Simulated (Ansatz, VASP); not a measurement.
# Cross-check of Sn between VASP and Ansatz

Wanted: the spread between two codes on one cell, functional and k mesh. The cell is taken from a series of runs on this material, whose earlier steps may have relaxed, scaled, displaced or heated it; both programs get it as it stands.

Main program and level: Ansatz 0.2.0; plane waves, with VASP 6.6.1 beside it; zone-centre phonons at LDA.

## 1. Starting point

Symmetry: R-3m, No. 166, trigonal system. Conventional cell: a = 4.532 Å, b = 4.532 Å, c = 11.287 Å, α = 90.00°, β = 90.00°, γ = 120.00°. Sn has 4 Sn at 2.79 to 2.80 Å nearest.

Coordinates:

```xyz
2
Lattice="0.0360 3.2403 3.2403 3.2403 0.0360 3.2403 3.2403 3.2403 0.0360" Properties=species:S:1:pos:R:3 pbc="T T T"
Sn    3.2649    3.2649    3.2649
Sn    4.8809    4.8809    4.8809
```

## 2. VASP: zone-centre phonons, LDA

Second derivatives magnify differences that forces hide, and they need a tight electronic threshold.

Lines of VASP's logs that name or quote its potential files are left out, and so is its time.

INCAR reads:

```
SYSTEM = Sn
PREC = Accurate
ENCUT = 500
EDIFF = 1E-08
NELM = 120
ISMEAR = 1
SIGMA = 0.2
LREAL = .FALSE.
ALGO = Normal
GGA = CA
NBANDS = 20
LORBIT = 11
LWAVE = .FALSE.
LCHARG = .FALSE.
ISIF = 2
IBRION = 8
LASPH = .TRUE.
GGA_COMPAT = .FALSE.
KPAR = 2
```

POSCAR reads:

```
Sn
1.0
    0.0359622429      3.2403247291      3.2403247291
    3.2403247291      0.0359622429      3.2403247291
    3.2403247291      3.2403247291      0.0359622429
Sn
2
Direct
    0.5010113027      0.5010113027      0.5010113027
    0.7489886973      0.7489886973      0.7489886973
```

KPOINTS reads:

```
Automatic mesh
0
Gamma
12 12 12
0 0 0
```

PAW data sets: Sn_d (LDA family, release 64).

Run with:

```console
> mpirun -np 2 vasp_std
```

Numbers of over 12 decimals in the logs are rounded to 6 here.

What it wrote:

```text
[banner, memory and clock lines left out]
running    2 mpi-ranks, on    1 nodes
 distrk:  each k-point on    1 cores,    2 groups
 distr:  one band on    1 cores,    1 groups

 POSCAR found type information on POSCAR Sn
 POSCAR found :  1 types and       2 ions
 LDA part: xc-table for (Slater(with rela. corr.)+CA(PZ))
 , standard interpolation
 POSCAR, INCAR and KPOINTS ok, starting setup
 FFT: planning ... GRIDC
 FFT: planning ... GRID_SOFT
 FFT: planning ... GRID
 WAVECAR not read
 entering main loop
       N       E                     dE             d eps       ncg     rms          rms(c)
DAV:   1     0.223719281053E+03    0.22372E+03   -0.14830E+04  7600   0.201E+03
DAV:   2     0.148497063335E+02   -0.20887E+03   -0.20531E+03  7596   0.444E+02
DAV:   3    -0.829720617893E+01   -0.23147E+02   -0.23015E+02  8680   0.144E+02
DAV:   4    -0.904557931577E+01   -0.74837E+00   -0.74804E+00  8552   0.292E+01
DAV:   5    -0.907148133357E+01   -0.25902E-01   -0.25901E-01 10272   0.535E+00    0.341E+00
DAV:   6    -0.898162288676E+01    0.89858E-01   -0.43800E-02  9440   0.226E+00    0.191E+00
DAV:   7    -0.893752168322E+01    0.44101E-01   -0.65090E-02  7860   0.231E+00    0.149E-01
DAV:   8    -0.893811069864E+01   -0.58902E-03   -0.56776E-03  8720   0.856E-01    0.529E-02
DAV:   9    -0.893819036704E+01   -0.79668E-04   -0.19179E-04  9820   0.105E-01    0.165E-02
DAV:  10    -0.893819202086E+01   -0.16538E-05   -0.15154E-05  9592   0.421E-02    0.382E-03
DAV:  11    -0.893819231313E+01   -0.29227E-06   -0.13823E-06  8484   0.772E-03    0.190E-03
DAV:  12    -0.893819230358E+01    0.95497E-08   -0.10052E-07  9344   0.258E-03    0.474E-04
DAV:  13    -0.893819230593E+01   -0.23542E-08   -0.92004E-09  6412   0.721E-04
   1 F= -.89381923E+01 E0= -.89380947E+01  d E =-.292754E-03
 Linear response reoptimize wavefunctions to high precision
DAV:   1    -0.893819230594E+01   -0.36380E-11   -0.21413E-09  5984   0.403E-04
DAV:   2    -0.893819230602E+01   -0.78217E-10   -0.38119E-10  4540   0.215E-04
 Linear response DOF=           1
 Linear response progress:
  Degree of freedom:   1/  1
       N       E                     dE             d eps       ncg     rms          rms(c)
RMM:   1    -0.216353777246E+00   -0.21635E+00    0.61436E-01 23872   0.103E+01
RMM:   2    -0.223229869083E+00   -0.68761E-02   -0.20422E-02 33340   0.120E+00    0.715E-02
RMM:   3    -0.223419057007E+00   -0.18919E-03   -0.16971E-03 34961   0.332E-01    0.333E-02
RMM:   4    -0.223342388242E+00    0.76669E-04   -0.11900E-04 35001   0.100E-01    0.110E-02
RMM:   5    -0.223342522514E+00   -0.13427E-06   -0.16360E-05 35725   0.331E-02    0.382E-03
RMM:   6    -0.223344738726E+00   -0.22162E-05   -0.14667E-06 35115   0.978E-03    0.175E-03
RMM:   7    -0.223344479804E+00    0.25892E-06   -0.39277E-07 35149   0.355E-03    0.348E-04
RMM:   8    -0.223342251664E+00    0.22281E-05   -0.73183E-08 36032   0.130E-03    0.243E-04
RMM:   9    -0.223340882499E+00    0.13692E-05   -0.29376E-08 36110   0.524E-04    0.402E-05
RMM:  10    -0.223341195330E+00   -0.31283E-06   -0.73002E-08 37319   0.236E-04    0.356E-05
RMM:  11    -0.223341079077E+00    0.11625E-06   -0.55116E-08 36697   0.127E-04    0.867E-06
RMM:  12    -0.223341061890E+00    0.17187E-07    0.33763E-09 38836   0.795E-05    0.621E-06
RMM:  13    -0.223341045101E+00    0.16789E-07    0.80226E-09 39995   0.583E-05    0.223E-06
RMM:  14    -0.223341033045E+00    0.12056E-07    0.73451E-09 47674   0.483E-05    0.969E-07
RMM:  15    -0.223341019260E+00    0.13785E-07    0.10572E-08 47524   0.439E-05    0.502E-07
RMM:  16    -0.223341022690E+00   -0.34301E-08    0.54191E-09 44834   0.413E-05    0.291E-07
 first order change of Fermi-energy   0.13749E+00
 force on displaced ion       1 direction 1 :  -7.816  -0.013  -0.013
 Linear response finished
```

From OUTCAR (step 2):

```text
ion  position               nearest neighbor table
   1  0.501  0.501  0.501-   2 2.79   2 2.79   2 2.79   2 2.80
   2  0.749  0.749  0.749-   1 2.79   1 2.79   1 2.79   1 2.80

  LATTYP: Found a trigonal (rhomboedric) cell.
 ALAT       =     4.5826522869
 COS(alpha) =     0.5110668705

 Subroutine GETGRP returns: Found 12 space group operations
 (whereof  6 operations were pure point group operations)

The static configuration has the point symmetry C_3v.
 The point group associated with its full space group is D_3d.

 Found    189 irreducible k-points:

   k-points           NKPTS =    189   k-points in BZ     NKDIM =    189   number of bands    NBANDS=     20

   dimension x,y,z NGX =    36 NGY =   36 NGZ =   36
   dimension x,y,z NGXF=    72 NGYF=   72 NGZF=   72

   ENCUT  =  500.0 eV  36.75 Ry    6.06 a.u.   8.36  8.36  8.36*2*pi/ulx,y,z

   NELECT =      28.0000    total number of electrons

 k-points in reciprocal lattice and weights: Automatic mesh
   0.00000000  0.00000000  0.00000000       0.001
   0.08333333  0.00000000  0.00000000       0.003
   0.16666667  0.00000000 -0.00000000       0.003
   0.25000000  0.00000000  0.00000000       0.003
   0.33333333 -0.00000000 -0.00000000       0.003
   0.41666667  0.00000000  0.00000000       0.003
   0.50000000  0.00000000  0.00000000       0.002
   0.08333333  0.08333333  0.00000000       0.003
   0.16666667  0.08333333 -0.00000000       0.007
[...]
-0.41666667  0.50000000  0.41666667       0.003
   0.50000000  0.50000000  0.50000000       0.001

 average (electrostatic) potential at core
       1-101.1972       2-101.1972

  Total        0.2681689      0.2681689      0.2681689     -0.1300806     -0.1300806     -0.1300806
  in kB        6.4211654      6.4211654      6.4211654     -3.1147129     -3.1147129     -3.1147129
  external PRESSURE =       6.4211654 kB  Pullay stress =       0.0000000 kB

  energy-cutoff  :      500.00
  volume of cell :       66.91
      direct lattice vectors                 reciprocal lattice vectors
     0.035962243  3.240324729  3.240324729    -0.156898377  0.155176179  0.155176179
     3.240324729  0.035962243  3.240324729     0.155176179 -0.156898377  0.155176179
     3.240324729  3.240324729  0.035962243     0.155176179  0.155176179 -0.156898377

 POSITION                                       TOTAL-FORCE (eV/Angst)
 -----------------------------------------------------------------------------------
      3.26490      3.26490      3.26490        -0.000358     -0.000358     -0.000358
      4.88087      4.88087      4.88087         0.000358      0.000358      0.000358
 -----------------------------------------------------------------------------------
    total drift:                                0.000000     -0.000000     -0.000000

 Eigenvectors and eigenvalues of the dynamical matrix
 ----------------------------------------------------

   1 f  =    5.682794 THz    35.706049 2PiTHz  189.557611 cm-1    23.502138 meV
             X         Y         Z           dx          dy          dz
      3.264896  3.264896  3.264896     0.408248    0.408248    0.408248
      4.880869  4.880869  4.880869    -0.408248   -0.408248   -0.408248

   2 f  =    5.668204 THz    35.614373 2PiTHz  189.070919 cm-1    23.441796 meV
             X         Y         Z           dx          dy          dz
      3.264896  3.264896  3.264896    -0.500000    0.500000    0.000000
      4.880869  4.880869  4.880869     0.500000   -0.500000   -0.000000

   3 f  =    5.668204 THz    35.614373 2PiTHz  189.070919 cm-1    23.441796 meV
             X         Y         Z           dx          dy          dz
      3.264896  3.264896  3.264896     0.288675    0.288675   -0.577350
      4.880869  4.880869  4.880869    -0.288675   -0.288675    0.577350

   4 f  =    0.000000 THz     0.000000 2PiTHz    0.000002 cm-1     0.000000 meV
             X         Y         Z           dx          dy          dz
      3.264896  3.264896  3.264896     0.651439   -0.274768    0.011386
      4.880869  4.880869  4.880869     0.651439   -0.274768    0.011386

   5 f  =    0.000000 THz     0.000000 2PiTHz    0.000001 cm-1     0.000000 meV
             X         Y         Z           dx          dy          dz
      3.264896  3.264896  3.264896    -0.018239   -0.013955    0.706734
      4.880869  4.880869  4.880869    -0.018239   -0.013955    0.706734

   6 f/i=    0.000000 THz     0.000000 2PiTHz    0.000001 cm-1     0.000000 meV
             X         Y         Z           dx          dy          dz
      3.264896  3.264896  3.264896    -0.274398   -0.651389   -0.019944
      4.880869  4.880869  4.880869    -0.274398   -0.651389   -0.019944

 ELASTIC MODULI CONTR FROM IONIC RELAXATION (kBar)
 Direction    XX          YY          ZZ          XY          YZ          ZX
 --------------------------------------------------------------------------------
 XX          -0.2225     -0.1430     -0.1430      1.8561      6.5531      2.2768
 YY          -0.1430     -0.2225     -0.1430      2.2768      1.8561      6.5531
 ZZ          -0.1430     -0.1430     -0.2225      6.5531      2.2768      1.8561
 XY           1.8561      2.2768      6.5531   -244.6651     10.0591     10.0591
 YZ           6.5531      1.8561      2.2768     10.0591   -244.6651     10.0591
 ZX           2.2768      6.5531      1.8561     10.0591     10.0591   -244.6651
 --------------------------------------------------------------------------------
```

## 3. Ansatz: zone-centre phonons, LDA

Ansatz runs on its PAW soft_1 files.

The same cell, functional (in two slightly different forms), mesh and smearing now go to Ansatz, which takes its cutoff from its data sets.

input.yaml reads:

```yaml
crystal:
  lattice:
    - [0.0359622429, 3.2403247291, 3.2403247291]
    - [3.2403247291, 0.0359622429, 3.2403247291]
    - [3.2403247291, 3.2403247291, 0.0359622429]
  atoms:
    - { symbol: Sn, position: [0.5010113027, 0.5010113027, 0.5010113027] }
    - { symbol: Sn, position: [0.7489886973, 0.7489886973, 0.7489886973] }
kpoints:
  mp_grid: { grid: [12, 12, 12] }
hamiltonian:
  xc: lda
  pseudopotentials: { kind: paw, azcp: { folder: soft_1 }, xc_functional: pbe }
scf:
  occupations: { method: methfessel_paxton, width: 0.2 }
output:
  eigenvalues: true
phonons:
  method: dfpt
```

Run with:

```console
> ansatz run input.yaml --threads 4 --pin off --max-ram 10240MiB --backend cpu --events-out ev --progress --plain --runs-dir out
```

What it wrote:

```text
Engine: ansatz 0.2.0, x86_64-unknown-linux-gnu
Pseudopotentials: kind: paw
Pseudopotential: Sn, paw, valence charge 14, recommended cutoff 420 eV (normal), soft_1/Sn.paw.azcp
Functional definition: SPW92
  exchange = slater_x
  correlation = pw_c
Crystal: 2 atoms, lattice volume = 66.912 Å³
Basis set: ecut = 420 eV, 1303 PW (Γ), exchange–correlation on 64×64×64 points (8 copies of the dense FFT grid, shifted against one another)
Bands: 18, of which v1, the nominal top of the filled ones, is band 14 counted from 1 (13 counted from 0)
Symmetry: 12 space group operations
k-points: 476 of 1728 (irreducible under 2 space group operations, time reversal used)
Non-local potential: Sn, projectors of the file, l = 0: 2, l = 1: 2, l = 2: 2, l = 3: 1
PAW form: soft (Blöchl's): semilocal exchange-correlation on the pseudo side does not see the compensation charge
PAW frozen core: Sn, regenerated for the run's functional, and the local potential with it (the file was generated under x = pbe(κ = 0.804, μ = 0.219515), c = pbe(β = 0.066725))
PAW one-centre angular grid: Sn, 590 points (default); XC on 64 Gauss nodes
Initial density: superposition of atomic densities (chi_scale 0.1, normalization cell)
Initial wavefunctions: pseudopotential atomic-orbital guess
Functional: x = slater, c = lda
SCF iter   1: F=—  HF=-11759.278600 eV  |F-HF|=—  |Δ(HF+E_count)|=         —  Δρ=2.31e-2  dr2=3.97e-1  ethr=3.10e-3  ⟨swp⟩=5.6  Hψ=44394  notcnv=0
preconditioner: auto → Kerker (q_TF=auto, 2.360 Å⁻¹)  [metal: Δε(μ)=0.045 eV  Ē_g=20.016 eV  σ=0.200 eV  W_gap=0.19  n_scr=14 (ndim 8)  ℏωp=24.0 eV  f_vac=0.002  D(μ)=0.14/eV (n_scr^D=0)]
SCF iter   2: F=—  HF=-11759.199769 eV  |F-HF|=—  |Δ(HF+E_count)|=   7.88e-2  S|Δr|=    0.00e0  Δρ=1.46e-2  dr2=1.87e-1  ethr=1.42e-3  ⟨swp⟩=1.0  Hψ=12378  notcnv=0
SCF iter   3: F=—  HF=-11759.147787 eV  |F-HF|=—  |Δ(HF+E_count)|=   5.20e-2  S|Δr|=    0.00e0  Δρ=3.19e-3  dr2=1.80e-2  ethr=6.66e-4  ⟨swp⟩=1.3  Hψ=9151  notcnv=0
SCF iter   4: F=—  HF=-11759.145204 eV  |F-HF|=—  |Δ(HF+E_count)|=   2.58e-3  S|Δr|=    0.00e0  Δρ=1.61e-3  dr2=3.06e-3  ethr=6.44e-5  ⟨swp⟩=2.0  Hψ=10389  notcnv=0
SCF iter   5: F=—  HF=-11759.145361 eV  |F-HF|=—  |Δ(HF+E_count)|=   1.57e-4  S|Δr|=    0.00e0  Δρ=2.71e-4  dr2=5.96e-5  ethr=1.09e-5  ⟨swp⟩=2.0  Hψ=10478  notcnv=0
SCF iter   6: F=—  HF=-11759.145379 eV  |F-HF|=—  |Δ(HF+E_count)|=   1.78e-5  S|Δr|=    0.00e0  Δρ=5.16e-5  dr2=1.46e-6  ethr=2.13e-7  ⟨swp⟩=2.0  Hψ=10478  notcnv=0
SCF iter   7: F=—  HF=-11759.145381 eV  |F-HF|=—  |Δ(HF+E_count)|=   2.10e-6  S|Δr|=    0.00e0  Δρ=9.14e-6  dr2=5.25e-8  ethr=5.22e-9  ⟨swp⟩=3.0  Hψ=15283  notcnv=0
SCF iter   8: F=—  HF=-11759.145381 eV  |F-HF|=—  |Δ(HF+E_count)|=   6.23e-8  S|Δr|=    0.00e0  Δρ=2.38e-6  dr2=6.39e-9  ethr=1.87e-10  ⟨swp⟩=3.0  Hψ=15726  notcnv=0
SCF iter   9: F=—  HF=-11759.145381 eV  |F-HF|=—  |Δ(HF+E_count)|=  6.08e-10  S|Δr|=    0.00e0  Δρ=8.22e-7  dr2=1.04e-9  ethr=2.28e-11  ⟨swp⟩=3.0  Hψ=15742  notcnv=0
SCF iter  10: F=—  HF=-11759.145381 eV  |F-HF|=—  |Δ(HF+E_count)|=  4.55e-11  S|Δr|=    0.00e0  Δρ=3.57e-7  dr2=1.25e-10  ethr=3.72e-12  ⟨swp⟩=2.0  Hψ=9238  notcnv=0
SCF iter  11: F=-11759.145381 eV  HF=-11759.145381 eV  |F-HF|=9.09e-12  |Δ(HF+E_count)|=  1.27e-11  S|Δr|=    0.00e0  Δρ=7.65e-8  dr2=5.38e-12  ethr=1.00e-12  ⟨swp⟩=5.8  Hψ=41137  notcnv=0
SCF 1 converged in 11 iterations: F = -11759.145381 eV  dr2 = 5.38e-12
  greatest PAW one-centre occupation: 0.992 electrons in one spin orbital (limit 2), on the Sn atom at site 1 (counted from 0), in its partial waves of l = 2
DFPT response loops at Γ: preconditioner auto → Kerker (q_TF=auto, 2.360 Å⁻¹) (partly filled bands, converged f_vac=0.080); β = 1.00, the filter's whole step (`scf.mixing.beta` (0.50) is not read by the response loops under this deck's `scf.mixing.preconditioner`; to damp them name `kerker` or `kerker_dos`, under which they read `scf.mixing.beta`, and type it under 1.00, their step now; both keys bind the ground state too); Broyden in place of MSR1
SCF converged after 11 iterations
Stability not checked: this state was not tested for a lower state beside it, because cold or Methfessel-Paxton smearing, or corrected tetrahedra, fill the levels in a way that the test cannot read (fill_not_monotonic; see scf.lower_state_search)
Free energy (F): -11759.145381 eV
Harris-Foulkes:  -11759.145381 eV  (|F-HF|=9.09e-12)
Internal energy: -11759.145099 eV  (E = F + TS)
E sigma→0 (E₀):  -11759.145310 eV
Entropy (-TS):   -0.000282 eV (-0.141 meV/atom)
Fermi energy:    7.807995 eV
--- Per-component energies (eV) ---
  E_band       = -248.249298
  E_kinetic    = 339.667530
  E_local      = -2603.528937  (includes V_loc(G=0)·N_el)
  E_nonlocal   = 299.086493
  E_hartree    = 1265.669718
  E_xc         = -250.255221
  E_vxc        = -162.629677  (∫ρ·V_xc dr)
  E_paw        = -8451.423477  (= ΣΔE_a)
  E_vpaw       = -652.184650  (= ΣTr[D̂ρ^β])
  E_aug_tail   = 0.000547  (compensation charges beyond the density's cutoff)
  E_ewald      = -2359.211534
  E_core_change = 0.849782  (= ΣΔE_core)
  E_smearing   = -0.000282  (= −TS)
  E_closure    = -0.000000  (closes the sum)
  Σ components = -11759.145381   (vs F -11759.145381, Δ=0.00e0)
--- Band table (eV; the first three rows and the last of 476) ---
  k-point 0: bands = [... 10 lower, -2.9889, 7.0994, 7.8025, 7.9583, 7.9583, 9.9191, 10.0062, 10.0062]
  k-point 1: bands = [... 10 lower, -2.9196, 6.2405, 7.6774, 7.8069, 8.3018, 10.1133, 10.1933, 10.2970]
  k-point 2: bands = [... 10 lower, -2.7144, 4.9700, 7.3706, 7.4872, 8.2897, 10.5000, 10.5803, 11.1880]
  k-point 475: bands = [... 10 lower, -1.3841, 1.3542, 6.7442, 6.7442, 7.8874, 11.1177, 11.1177, 13.4177]
--- Phonons (Γ-DFPT): 1 representative perturbation + reference, on 476 of 1728 k-points (Σ response iterations 3) ---
  k mesh reduced under 2 symmetry operations, with k and −k counted as one. Each operation leaves every solved perturbation unchanged. A smaller set is not used because it would not reduce the number of displacements times k-points to solve
  ASR residual: 4.488e-6 → 0.000e0 eV/Å²; symmetrization residual: 3.200e-12 eV/Å²
  ASR residual per site (eV/Å²): 4.49e-6 4.49e-6
  Γ frequencies (cm⁻¹): 0.00 0.00 0.00 187.86 187.86 188.37
  non-analytic LO–TO correction: not included (Born effective charges unavailable; polar crystals: no LO–TO splitting at Γ)
```

The column dr2 measures how far the density is from self-consistency, as an energy; F and HF (Harris–Foulkes) agree once it is small.

## 4. Comparison

Known differences besides the potentials themselves: the two LDA forms differ slightly; the cutoff is 420 eV in Ansatz and 500 eV in VASP; VASP's log shows a relativistic correction to its local exchange, Ansatz's none. Total energies have different zeros and are not compared.

Both answers:

```csv
quantity,Ansatz,VASP,difference
optical mode 1 to 2 (cm⁻¹),187.9,189.1,-0.64 %
optical mode 3 (cm⁻¹),188.4,189.6,-0.63 %
```

Modes are paired by rising frequency, not by their patterns, so a pair may set unlike modes beside each other; they are those without the splitting of longitudinal modes.

## 5. Summary of results

```
r.m.s. difference of the optical zone-centre modes, each program's sorted by frequency (zone-centre phonons, LDA) : 1.2 cm⁻¹
difference in optical mode 1 to 2 (zone-centre phonons, LDA)                                                      : -0.6 %
```

The r.m.s. difference of the optical zone-centre modes, each program's sorted by frequency is 1.2 cm⁻¹ (zone-centre phonons, LDA). Among the rows given in per cent, the largest difference of the zone-centre phonons, LDA pair is in optical mode 1 to 2, -0.6 %. Such differences can come from data sets, numerical settings and the points named under the comparisons, not from the functional's error against experiment.

[Lines on the potential files, build, host, timing and source positions are cut from VASP's logs without a mark.]

[Logs are printed without paths, hosts, clocks, repeated set-up lines and the standing remarks that a program may print on its own settings, such as how far it seeks lower states.]

[Hosts, paths, dates, database ids (printed as entryN), source tags and the programs' standing remarks are cut or masked in the printed files.]
